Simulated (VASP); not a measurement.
These are rev-vdW-DF2, VASP's PBE PAW potentials (set 64) (plane waves; VASP) values and carry that method's errors.

The input files of a VASP run:

INCAR:
```
# general
SYSTEM   = Nb
PREC     = Accurate
ENCUT    = 520
LREAL    = F
LASPH    = T

# electronic loop
EDIFF    = 1E-7
NELM     = 100
ALGO     = Normal
LMAXMIX  = 4

# smearing
ISMEAR   = 1
SIGMA    = 0.1

# functional
GGA      = MK
LUSE_VDW = T
AGGAC    = 0.0
PARAM1   = 0.1234568
PARAM2   = 0.7114
ZAB_VDW  = -1.8867

# ions
ISIF     = 2

# output
LWAVE    = F
LCHARG   = F
```

### KPOINTS
```
Automatic mesh
0
Gamma
16 16 16
0 0 0
```

**POSCAR**
```
Nb
1.6448470
 -1.0000002105   1.0000002105   1.0000002105
  1.0000002105  -1.0000002105   1.0000002105
  1.0000002105   1.0000002105  -1.0000002105
Nb
1
direct
  0.0000000000   0.0000000000   0.0000000000
```

POTCAR, in this order: Nb_sv (PBE.64 set). Program: vasp_std.

Output

File OUTCAR:
```
 ion  position               nearest neighbor table
   1  0.000  0.000  0.000-
  LATTYP: Found a body centered cubic cell.
 ALAT       =     3.2896946924
 Subroutine PRICEL returns:
 Original cell was already a primitive cell.
 Subroutine GETGRP returns: Found 48 space group operations
The static configuration has the point symmetry O_h .
The dynamic configuration has the point symmetry O_h .
 Subroutine INISYM returns: Found 48 space group operations
 Subroutine IBZKPT returns following result:
 Found    145 irreducible k-points:

 Following reciprocal coordinates:
            Coordinates               Weight
  0.000000  0.000000  0.000000      1.000000
  0.062500  0.000000  0.000000     12.000000
  0.125000  0.000000  0.000000     12.000000
  0.187500  0.000000  0.000000     12.000000
  0.250000  0.000000  0.000000     12.000000
  0.312500  0.000000  0.000000     12.000000
  0.375000  0.000000  0.000000     12.000000
  0.437500  0.000000  0.000000     12.000000
  0.500000  0.000000  0.000000      6.000000
  0.062500  0.062500  0.000000     24.000000
...
```

**OSZICAR**
```
       N       E                     dE             d eps       ncg     rms          rms(c)
DAV:   1     0.117321930061E+03    0.11732E+03   -0.75198E+03  2924   0.130E+03
DAV:   2    -0.309178729342E+01   -0.12041E+03   -0.11767E+03  3096   0.450E+02
DAV:   3    -0.794569715304E+01   -0.48539E+01   -0.46078E+01  4286   0.755E+01
DAV:   4    -0.819907057275E+01   -0.25337E+00   -0.25147E+00  4078   0.159E+01
DAV:   5    -0.820817892410E+01   -0.91084E-02   -0.91030E-02  4338   0.254E+00    0.725E+00
DAV:   6    -0.784502032090E+01    0.36316E+00   -0.71974E-01  4486   0.112E+01    0.260E+00
DAV:   7    -0.780411619776E+01    0.40904E-01   -0.21557E-01  4546   0.604E+00    0.930E-01
DAV:   8    -0.780891988667E+01   -0.48037E-02   -0.11996E-02  3284   0.166E+00    0.443E-02
DAV:   9    -0.780897809750E+01   -0.58211E-04   -0.90838E-04  5088   0.333E-01    0.426E-02
DAV:  10    -0.780899556824E+01   -0.17471E-04   -0.27827E-05  3668   0.782E-02    0.143E-02
DAV:  11    -0.780898982798E+01    0.57403E-05   -0.56163E-06  3434   0.454E-02    0.242E-03
DAV:  12    -0.780898976770E+01    0.60285E-07   -0.17108E-07  2716   0.641E-03
   1 F= -.78089898E+01 E0= -.78088523E+01  d E =-.412436E-03
```

### OUTCAR
```
------------------------ aborting loop because EDIFF is reached ----------------------------------------
  FORCE on cell =-STRESS in cart. coord.  units (eV):
  Direction    XX          YY          ZZ          XY          YZ          ZX
  --------------------------------------------------------------------------------------
  Total       -0.0407827     -0.0407827     -0.0407827     -0.0000000      0.0000000     -0.0000000
  in kB       -3.6707076     -3.6707076     -3.6707076     -0.0000000      0.0000000     -0.0000000
  external PRESSURE =      -3.6707076 kB  Pullay stress =       0.0000000 kB
  volume of cell :       17.80
      direct lattice vectors                 reciprocal lattice vectors
    -1.644847346  1.644847346  1.644847346     0.000000000  0.303979577  0.303979577
     1.644847346 -1.644847346  1.644847346     0.303979577  0.000000000  0.303979577
     1.644847346  1.644847346 -1.644847346     0.303979577  0.303979577  0.000000000
 POSITION                                       TOTAL-FORCE (eV/Angst)
 -----------------------------------------------------------------------------------
      0.00000      0.00000      0.00000        -0.000000     -0.000000      0.000000
 -----------------------------------------------------------------------------------
    total drift:                                0.000000     -0.000000      0.000000
  FREE ENERGIE OF THE ION-ELECTRON SYSTEM (eV)
  ---------------------------------------------------
  free  energy   TOTEN  =        -7.8089897677 eV

  energy  without entropy=       -7.8085773316  energy(sigma->0) =       -7.80885229
```
(Selected blocks of OUTCAR.)

The compound is Nb in the bcc structure. It was relaxed first.
